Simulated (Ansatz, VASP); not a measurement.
## SnMo (zincblende type (invented)): VASP beside Ansatz

Aim: how closely do two programs agree when they are given the same cell, functional and k mesh? The cell is generated by rule, not measured, and may not be a known phase. The cell is taken from a series of runs on this material, whose earlier steps may have relaxed, scaled, displaced or heated it; both programs get it as it stands.

Program: Ansatz 0.2.0. Level of theory: plane waves, with VASP 6.6.1 beside it; relaxation of cell and atoms at PBE. Results are calculated unless marked as measured.

## 1. The starting structure

The structure is cubic, space group F-43m (No. 216). Conventional cell: a = 6.169 Å, b = 6.169 Å, c = 6.169 Å, α = 90.00°, β = 90.00°, γ = 90.00°. Mo has 4 Sn at 2.67 Å nearest. Nearest to Sn lie 4 Mo at 2.67 Å. Farther neighbours are not listed.

## 2. VASP: relaxation of cell and atoms, PBE

The relaxed volume is the usual yardstick between codes: in a stiff, nearly cubic crystal its relative difference is about their pressure difference at one cell divided by the bulk modulus.

Lines of VASP's logs that name or quote its potential files are left out, and so is its time.

Input file INCAR:

```
SYSTEM = SnMo
PREC = Accurate
ENCUT = 500
EDIFF = 1E-07
NELM = 120
ISMEAR = 0
SIGMA = 0.1
LREAL = .FALSE.
ALGO = Normal
GGA = PE
NBANDS = 20
LASPH = .TRUE.
LORBIT = 11
LWAVE = .FALSE.
LCHARG = .FALSE.
ISIF = 3
IBRION = 2
NSW = 80
EDIFFG = -0.005
GGA_COMPAT = .FALSE.
NELMIN = 4
```

Input file POSCAR:

```
SnMo
1.0
    0.0000000000      3.0846640000      3.0846640000
    3.0846640000      0.0000000000      3.0846640000
    3.0846640000      3.0846640000      0.0000000000
Mo Sn
1 1
Direct
    0.0000000000      0.0000000000      0.0000000000
    0.7500000000      0.7500000000      0.7500000000
```

Input file KPOINTS:

```
Automatic mesh
0
Gamma
12 12 12
0 0 0
```

The projector-augmented-wave data sets are Mo_sv and Sn_d (PBE family, release 64).

Run with:

```console
$ mpirun -np 1 vasp_std
```

Numbers of over 12 decimals in the logs are rounded to 6 here.

Log:

```text
[banner, memory and clock lines left out]
running    1 mpi-ranks, on    1 nodes
 distrk:  each k-point on    1 cores,    1 groups
 distr:  one band on    1 cores,    1 groups

 POSCAR found type information on POSCAR MoSn
 POSCAR found :  2 types and       2 ions
 LDA part: xc-table for (Slater+PW92), standard interpolation
 POSCAR, INCAR and KPOINTS ok, starting setup
 FFT: planning ... GRIDC
 FFT: planning ... GRID_SOFT
 FFT: planning ... GRID
 WAVECAR not read
 entering main loop
       N       E                     dE             d eps       ncg     rms          rms(c)
DAV:   1     0.274141937659E+03    0.27414E+03   -0.14214E+04  2940   0.180E+03
DAV:   2     0.868240158489E+01   -0.26546E+03   -0.25851E+03  2964   0.485E+02
DAV:   3    -0.113049673742E+02   -0.19987E+02   -0.19339E+02  3416   0.122E+02
DAV:   4    -0.118827712778E+02   -0.57780E+00   -0.57398E+00  3224   0.215E+01
DAV:   5    -0.118977223387E+02   -0.14951E-01   -0.14946E-01  3476   0.377E+00    0.762E+00
DAV:   6    -0.114371851191E+02    0.46054E+00   -0.50502E+00  3524   0.124E+01    0.270E+00
DAV:   7    -0.112754494918E+02    0.16174E+00   -0.89661E-01  3548   0.649E+00    0.179E+00
DAV:   8    -0.112687010939E+02    0.67484E-02   -0.41047E-02  3380   0.196E+00    0.246E-01
DAV:   9    -0.112687677643E+02   -0.66670E-04   -0.22588E-03  3632   0.372E-01    0.964E-02
DAV:  10    -0.112688337767E+02   -0.66012E-04   -0.50052E-04  3632   0.202E-01    0.292E-02
DAV:  11    -0.112688462714E+02   -0.12495E-04   -0.66883E-05  3220   0.615E-02    0.999E-03
DAV:  12    -0.112688454189E+02    0.85250E-06   -0.92093E-06  3760   0.284E-02    0.197E-03
DAV:  13    -0.112688456202E+02   -0.20135E-06   -0.38588E-07  2556   0.464E-03    0.141E-03
DAV:  14    -0.112688456314E+02   -0.11165E-07   -0.17523E-07  2152   0.304E-03
   1 F= -.11268846E+02 E0= -.11255759E+02  d E =-.112688E+02
 curvature:   0.00 expect dE= 0.000E+00 dE for cont linesearch  0.000E+00
 trial: gam= 0.00000 g(F)=  0.998E-47 g(S)=  0.238E-04 ort = 0.000E+00 (trialstep = 0.100E+01)
 search vector abs. value=  0.238E-04
 bond charge predicted
       N       E                     dE             d eps       ncg     rms          rms(c)
DAV:   1    -0.112696655965E+02   -0.81998E-03   -0.14670E-02  3692   0.152E+00    0.192E-01
DAV:   2    -0.112690319751E+02    0.63362E-03   -0.45200E-03  2984   0.500E-01    0.780E-02
DAV:   3    -0.112688665355E+02    0.16544E-03   -0.57026E-04  3648   0.190E-01    0.289E-02
DAV:   4    -0.112688468680E+02    0.19668E-04   -0.85959E-05  3480   0.113E-01    0.805E-03
DAV:   5    -0.112688477679E+02   -0.89984E-06   -0.37815E-06  3480   0.193E-02    0.488E-03
DAV:   6    -0.112688488653E+02   -0.10975E-05   -0.57902E-07  2824   0.632E-03    0.102E-03
DAV:   7    -0.112688493395E+02   -0.47417E-06   -0.46142E-08  1668   0.228E-03    0.274E-04
DAV:   8    -0.112688492626E+02    0.76924E-07   -0.10596E-08  1508   0.107E-03
   2 F= -.11268849E+02 E0= -.11255800E+02  d E =-.363118E-05
 trial-energy change:   -0.000004  1 .order   -0.000002   -0.000024    0.000019
 step:   0.5981(harm=  0.5545)  dis= 0.00000  next Energy=   -11.268853 (dE=-0.738E-05)
 bond charge predicted
       N       E                     dE             d eps       ncg     rms          rms(c)
DAV:   1    -0.112689859488E+02   -0.13661E-03   -0.23715E-03  3688   0.613E-01    0.772E-02
DAV:   2    -0.112688873226E+02    0.98626E-04   -0.74021E-04  2968   0.202E-01    0.316E-02
DAV:   3    -0.112688591377E+02    0.28185E-04   -0.93620E-05  3640   0.766E-02    0.116E-02
DAV:   4    -0.112688545909E+02    0.45467E-05   -0.14023E-05  3476   0.458E-02    0.316E-03
DAV:   5    -0.112688537106E+02    0.88036E-06   -0.63158E-07  3436   0.785E-03    0.198E-03
DAV:   6    -0.112688530453E+02    0.66532E-06   -0.87707E-08  1868   0.261E-03    0.464E-04
DAV:   7    -0.112688528384E+02    0.20689E-06   -0.15796E-08  1488   0.112E-03    0.122E-04
DAV:   8    -0.112688528658E+02   -0.27418E-07   -0.29906E-09  1484   0.450E-04
   3 F= -.11268853E+02 E0= -.11255789E+02  d E =-.723439E-05
 curvature:  -0.27 expect dE=-0.249E-07 dE for cont linesearch -0.249E-07
 trial: gam= 0.00000 g(F)=  0.154E-48 g(S)=  0.908E-07 ort =-0.147E-05 (trialstep = 0.920E+00)
 search vector abs. value=  0.909E-07
 reached required accuracy - stopping structural energy minimisation
```

OUTCAR, selected parts (step 2):

```text
ion  position               nearest neighbor table
   1  0.000  0.000  0.000-   2 2.67   2 2.67   2 2.67   2 2.67
   2  0.750  0.750  0.750-   1 2.67   1 2.67   1 2.67   1 2.67

  LATTYP: Found a face centered cubic cell.
 ALAT       =     6.1693280000

 Subroutine GETGRP returns: Found 24 space group operations
 (whereof 24 operations were pure point group operations)

The static configuration has the point symmetry T_d .

 Found     72 irreducible k-points:

   k-points           NKPTS =     72   k-points in BZ     NKDIM =     72   number of bands    NBANDS=     20

   dimension x,y,z NGX =    32 NGY =   32 NGZ =   32
   dimension x,y,z NGXF=    64 NGYF=   64 NGZF=   64

   ENCUT  =  500.0 eV  36.75 Ry    6.06 a.u.   7.95  7.95  7.95*2*pi/ulx,y,z

   NELECT =      28.0000    total number of electrons

 k-points in reciprocal lattice and weights: Automatic mesh
   0.00000000  0.00000000  0.00000000       0.001
   0.08333333  0.00000000  0.00000000       0.005
   0.16666667  0.00000000  0.00000000       0.005
   0.25000000  0.00000000  0.00000000       0.005
   0.33333333  0.00000000  0.00000000       0.005
   0.41666667  0.00000000  0.00000000       0.005
   0.50000000  0.00000000  0.00000000       0.002
   0.08333333  0.08333333  0.00000000       0.003
   0.16666667  0.08333333  0.00000000       0.014
[...]
-0.33333333  0.50000000  0.16666667       0.007
  -0.25000000  0.50000000  0.25000000       0.003

 average (electrostatic) potential at core
       1 -76.0612       2-100.6657

 E-fermi :   5.3549

 k-point     1 :       0.0000    0.0000    0.0000
  band No.  band energies     occupation
    ...
     11       3.5172      2.00000
     12       3.5172      2.00000
     13       3.5172      2.00000
     14       5.3353      1.21879
     15       5.3353      1.21879
     16      10.3754      0.00000
     17      11.9377      0.00000
     18      11.9377      0.00000
     19      11.9377      0.00000
     20      12.9216      0.00000

 k-point     2 :       0.0833    0.0000    0.0000
  band No.  band energies     occupation
    ...
     11       3.4452      2.00000
     12       3.5463      2.00000
     13       3.5463      2.00000
     14       5.3190      1.38820
     15       5.3190      1.38820
     16      10.2897      0.00000
     17      11.3061      0.00000
     18      11.6654      0.00000
     19      11.6654      0.00000
     20      13.1718      0.00000

 k-point     3 :       0.1667    0.0000    0.0000
  band No.  band energies     occupation
    ...
     11       3.2633      2.00000
     12       3.6213      2.00000
     13       3.6213      2.00000
     14       5.2894      1.64622
     15       5.2894      1.64622
     16       9.3420      0.00000
     17      11.1354      0.00000
     18      11.1354      0.00000
     19      11.1758      0.00000
     20      13.3494      0.00000

  Total        0.0011204      0.0011204      0.0011204      0.0000000     -0.0000000      0.0000000
  in kB        0.0306028      0.0306028      0.0306028      0.0000000     -0.0000000      0.0000000
  external PRESSURE =       0.0306028 kB  Pullay stress =       0.0000000 kB

  energy-cutoff  :      500.00
  volume of cell :       58.66
      direct lattice vectors                 reciprocal lattice vectors
     0.000000000  3.083857631  3.083857631    -0.162134592  0.162134592  0.162134592
     3.083857631 -0.000000000  3.083857631     0.162134592 -0.162134592  0.162134592
     3.083857631  3.083857631 -0.000000000     0.162134592  0.162134592 -0.162134592

 POSITION                                       TOTAL-FORCE (eV/Angst)
 -----------------------------------------------------------------------------------
      0.00000      0.00000      0.00000         0.000000     -0.000000      0.000000
      4.62579      4.62579      4.62579        -0.000000      0.000000     -0.000000
 -----------------------------------------------------------------------------------
    total drift:                               -0.000000     -0.000000     -0.000000

  FREE ENERGIE OF THE ION-ELECTRON SYSTEM (eV)
  ---------------------------------------------------
  free  energy   TOTEN  =       -11.2688528658 eV

  energy  without entropy=      -11.2427246428  energy(sigma->0) =      -11.25578875

 reached required accuracy - stopping structural energy minimisation

 total charge
# of ion       s       p       d       tot
------------------------------------------
    1        2.278   6.056   3.962  12.296
    2        1.184   1.345   9.996  12.525
--------------------------------------------------
tot          3.462   7.402  13.958  24.821

[... 3 further parts left out ...]
```

## 3. Ansatz: relaxation of cell and atoms, PBE

Ansatz runs on its default PAW (the set named soft_2) files.

The same cell, functional, mesh and smearing now go to Ansatz, which takes its cutoff from its data sets.

Input file input.yaml:

```yaml
crystal:
  lattice:
    - [0.0, 3.084663775, 3.084663775]
    - [3.084663775, 0.0, 3.084663775]
    - [3.084663775, 3.084663775, 0.0]
  atoms:
    - { symbol: Mo, position: [0.0, 0.0, 0.0] }
    - { symbol: Sn, position: [0.75, 0.75, 0.75] }
kpoints:
  mp_grid: { grid: [12, 12, 12] }
hamiltonian:
  xc: pbe
scf:
  occupations: { method: gaussian, width: 0.1 }
output:
  forces: true
  stress: true
  eigenvalues: true
relax:
  adjacent_minimum: "off"
  f_tol: 0.005
  max_steps: 80
  cell: { stress_tol: 0.05 }
```

Run with:

```console
$ ansatz run input.yaml --threads 2 --pin off --max-ram 5120MiB --backend cpu --events-out ev --progress --plain --runs-dir out
```

Log:

```text
Engine: ansatz 0.2.0, aarch64-unknown-linux-gnu
Pseudopotentials: kind: paw
Pseudopotential: Mo, paw, valence charge 14, recommended cutoff 420 eV (normal), Mo.paw.azcp
Pseudopotential: Sn, paw, valence charge 14, recommended cutoff 420 eV (normal), Sn.paw.azcp
Functional definition: PBE
  parameter kappa = 0.804
  parameter beta = 0.066725
  exchange = pbe_x(kappa = kappa, mu = beta*pi^2/3)
  correlation = pbe_c(beta = beta)
Crystal: 2 atoms, lattice volume = 58.702 Å³
Basis set: ecut = 420 eV, 1139 PW (Γ), exchange–correlation on 60×60×60 points (8 copies of the dense FFT grid, shifted against one another)
Bands: 18, of which v1, the nominal top of the filled ones, is band 14 counted from 1 (13 counted from 0)
Symmetry: 24 space group operations
Space group: F-43m (ITA 216), of the structure as read, at distance tolerance 3.9e-5 Å
k-points: 72 of 1728 (time reversal used)
Non-local potential: Mo, projectors of the file, l = 0: 3, l = 1: 2, l = 2: 2, l = 3: 1
Non-local potential: Sn, projectors of the file, l = 0: 2, l = 1: 2, l = 2: 2, l = 3: 2
PAW form: soft (Blöchl's): semilocal exchange-correlation on the pseudo side does not see the compensation charge
PAW one-centre angular grid: Mo, 590 points (default); XC on 64 Gauss nodes
PAW one-centre angular grid: Sn, 590 points (default); XC on 64 Gauss nodes
Initial density: superposition of atomic densities (neutral atoms: chi_scale 0, normalization atom), corrected by the library's trained network
Initial wavefunctions: pseudopotential atomic-orbital guess
Functional: x = pbe(κ = 0.804, μ = 0.219515), c = pbe(β = 0.066725)
SCF iter   1: F=—  HF=-10976.710985 eV  |F-HF|=—  |Δ(HF+E_count)|=         —  Δρ=5.23e-3  dr2=1.90e-2  ethr=1.77e-3  ⟨swp⟩=6.0  Hψ=6399  notcnv=0
preconditioner: auto → Kerker (q_TF=auto, 2.412 Å⁻¹)  [metal: Δε(μ)=0.006 eV  Ē_g=13.496 eV  σ=0.100 eV  W_gap=0.03  n_scr=14 (ndim 8)  ℏωp=21.7 eV  f_vac=0.010  D(μ)=5.09/eV (n_scr^D=58)]
SCF iter   2: F=—  HF=-10976.710152 eV  |F-HF|=—  |Δ(HF+E_count)|=   8.33e-4  Δρ=2.91e-3  dr2=5.79e-3  ethr=6.79e-5  ⟨swp⟩=1.8  Hψ=1975  notcnv=0
SCF iter   3: F=—  HF=-10976.709800 eV  |F-HF|=—  |Δ(HF+E_count)|=   3.52e-4  Δρ=4.55e-4  dr2=2.02e-4  ethr=2.07e-5  ⟨swp⟩=2.0  Hψ=1473  notcnv=0
SCF iter   4: F=—  HF=-10976.709858 eV  |F-HF|=—  |Δ(HF+E_count)|=   5.86e-5  Δρ=1.74e-4  dr2=3.05e-5  ethr=7.21e-7  ⟨swp⟩=2.8  Hψ=2144  notcnv=0
SCF iter   5: F=—  HF=-10976.709870 eV  |F-HF|=—  |Δ(HF+E_count)|=   1.19e-5  Δρ=5.79e-5  dr2=3.37e-6  ethr=1.09e-7  ⟨swp⟩=2.3  Hψ=1883  notcnv=0
SCF iter   6: F=—  HF=-10976.709872 eV  |F-HF|=—  |Δ(HF+E_count)|=   1.69e-6  Δρ=1.89e-5  dr2=3.20e-7  ethr=1.20e-8  ⟨swp⟩=2.1  Hψ=1670  notcnv=0
SCF iter   7: F=-10976.709872 eV  HF=-10976.709872 eV  |F-HF|=4.30e-9  |Δ(HF+E_count)|=   1.27e-7  Δρ=3.26e-6  dr2=5.61e-9  ethr=3.57e-10  ⟨swp⟩=6.0  Hψ=5734  notcnv=0
SCF 1 converged in 7 iterations: F = -10976.709872 eV  dr2 = 5.61e-9
  greatest PAW one-centre occupation: 0.998 electrons in one spin orbital (limit 2), on the Mo atom at site 0 (counted from 0), in its partial waves of l = 0
relax step   1: F+E_penalty+E_count = -10976.70987212 eV  Δ(F+E_penalty+E_count) = +0.000e0 eV  max|allowed force component| = 2.105e-16 eV/Å  Δτ_max = 0.0000 Å  P = -0.101 GPa  Ω = 58.702 Å³  (7 SCF iters, dr2 threshold 1.00e-7 eV, accepted)
[...]
relax step   2: F+E_penalty+E_count = -10976.70991143 eV  Δ(F+E_penalty+E_count) = -3.931e-5 eV  max|allowed force component| = 1.862e-16 eV/Å  Δτ_max = 0.0000 Å  P = +0.089 GPa  Ω = 58.537 Å³  energy of the carried Pulay correction = +3.271e-5 eV  (6 SCF iters, dr2 threshold 2.55e-8 eV, accepted)
[...]
relax step   3: F+E_penalty+E_count = -10976.70991743 eV  Δ(F+E_penalty+E_count) = -6.003e-6 eV  max|allowed force component| = 1.116e-16 eV/Å  Δτ_max = 0.0000 Å  P = -0.000 GPa  Ω = 58.614 Å³  energy of the carried Pulay correction = +1.743e-5 eV  (6 SCF iters, dr2 threshold 1.96e-8 eV, accepted)
[...]
relax step   4: F+E_penalty+E_count = -10976.70989895 eV  Δ(F+E_penalty+E_count) = +1.848e-5 eV  max|allowed force component| = 1.180e-16 eV/Å  Δτ_max = 0.0000 Å  P = -0.000 GPa  Ω = 58.614 Å³  stress off target by 7.40e-5 GPa  SCF on the basis re-selected at this cell (its energy is not comparable with the rows above)  (7 SCF iters)
basis re-selected at this cell: Δ(F+E_penalty+E_count) = +1.848e-5 eV, ΔP = +0.000 GPa vs the last step (what re-selecting the basis moved, of the pressure what is left beyond the Pulay correction that the steps carried, after the strain that the cell walked since its last selection, with what the two solves' SCF thresholds leave and, on support functions, any second-order correction that the steps lacked; it is no m [...]
SCF converged after 7 iterations
Free energy (F): -10976.709899 eV
Harris-Foulkes:  -10976.709899 eV  (|F-HF|=3.64e-12)
Internal energy: -10976.683814 eV  (E = F + TS)
E sigma→0 (E₀):  -10976.696857 eV
Entropy (-TS):   -0.026085 eV (-13.042 meV/atom)
Fermi energy:    8.911431 eV
--- Per-component energies (eV) ---
  E_band       = -309.767299
  E_kinetic    = 626.418859
  E_local      = -2471.774508  (includes V_loc(G=0)·N_el)
  E_nonlocal   = 114.602015
  E_hartree    = 1121.952470
  E_xc         = -562.287643
  E_vxc        = -320.125226  (∫ρ·V_xc dr)
  E_paw        = -7340.018300  (= ΣΔE_a)
  E_vpaw       = -502.793424  (= ΣTr[D̂ρ^β])
  E_aug_tail   = 0.000045  (compensation charges beyond the density's cutoff)
  E_ewald      = -2465.576753
  E_smearing   = -0.026085  (= −TS)
  E_closure    = -0.000000  (closes the sum)
  Σ components = -10976.709899   (vs F -10976.709899, Δ=0.00e0)
--- Forces (eV/Å), atoms counted from 1 ---
  atom   1  Mo    -0.00000000     0.00000000    -0.00000000
  atom   2  Sn     0.00000000    -0.00000000     0.00000000
  max |Σ_I F_I| component: 2.08e-16 eV/Å
--- Stress (GPa, compression-positive) ---
       -0.000074      -0.000000      -0.000000
       -0.000000      -0.000074      -0.000000
       -0.000000      -0.000000      -0.000074
  P = ⅓ Tr σ = -0.0001 GPa (-0.001 kbar)
--- Band table (eV; the first three rows and the last of 72) ---
  k-point 0: bands = [... 10 lower, 7.0725, 7.0725, 7.0725, 8.8913, 8.8913, 13.9393, 15.5002, 15.5002]
  k-point 1: bands = [... 10 lower, 7.0006, 7.1016, 7.1016, 8.8750, 8.8750, 13.8529, 14.8670, 15.2271]
  k-point 2: bands = [... 10 lower, 6.8190, 7.1767, 7.1767, 8.8454, 8.8454, 12.9025, 14.6965, 14.6965]
  k-point 71: bands = [... 10 lower, 6.6113, 7.0768, 8.1676, 8.7760, 8.9776, 9.3493, 10.1511, 11.2695]
--- Relaxed structure (3 steps of the walk, 3 accepted, 1 SCFs on fresh bases) ---
  F+E_penalty+E_count = -10976.70989895 eV   max|allowed force component| = 1.180e-16 eV/Å   (the final SCF, on the basis selected at the relaxed cell)
  cell:  # Å, volume = 58.6138 Å³
    - [0, 3.083117, 3.083117]
    - [3.083117, 0, 3.083117]
    - [3.083117, 3.083117, 0]
  atoms:
    - { symbol: Mo, position: [0, 0, 0] }
    - { symbol: Sn, position: [0.75, 0.75, 0.75] }
```

## 4. Differences

Known differences besides the potentials themselves: the cutoff is 420 eV in Ansatz and 500 eV in VASP; Ansatz adds a Pulay correction to the stress that steers its cell, VASP none. Total energies have different zeros and are not compared.

Both answers:

```
                                         quantity  Ansatz   VASP  difference
                                      volume (Å³)   58.61  58.66     -0.07 %
edge a after relaxation, in the typed setting (Å)   4.360  4.361     -0.02 %
```

## 5. What came out

* difference in volume (relaxation of cell and atoms, PBE): -0.072 %

What this shows: The difference in volume is -0.072 % (relaxation of cell and atoms, PBE), within the 1.2 % picked in this series as the mark of a large difference, as far as the stopping tolerances let one tell. 1 further run of this series is not shown here. Such differences can come from data sets, numerical settings and the points named under the comparisons, not from the functional's error against experiment.

[Lines on the potential files, build, host, timing and source positions are cut from VASP's logs without a mark.]

[Logs are printed without paths, hosts, clocks, repeated set-up lines and the standing remarks that a program may print on its own settings, such as how far it seeks lower states.]

[Hosts, paths, dates, database ids (printed as entryN), source tags and the programs' standing remarks are cut or masked in the printed files.]
